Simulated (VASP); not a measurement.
Input:

```
CELL_PARAMETERS angstrom
      0.00000     2.87087     2.87087
      2.87087     0.00000     2.87087
      2.87087     2.87087     0.00000
ATOMIC_POSITIONS crystal
  Ga 0.00000 0.00000 0.00000
  As 0.25000 0.25000 0.25000
```

These are PBE GGA, VASP's PBE PAW potentials (set 64) (plane waves; VASP) values and carry that method's errors. Numerical set-up: 400 eV cut-off, 7×7×7 Γ-centred mesh, Gaussian smearing of 0.050 eV, potentials Ga_d As.

Task: Predict the energy per atom (σ→0), band gap (on the k-mesh) with the smallest direct gap where there is one.

Result: 
```yaml
band gap (on the k-mesh): 0.17 eV
smallest direct gap (on the k-mesh): 0.17 eV
energy per atom (σ→0): -4.132 eV/atom
```

The compound is GaAs in the zinc blende structure. It was relaxed first. The start is the result of an earlier pass.
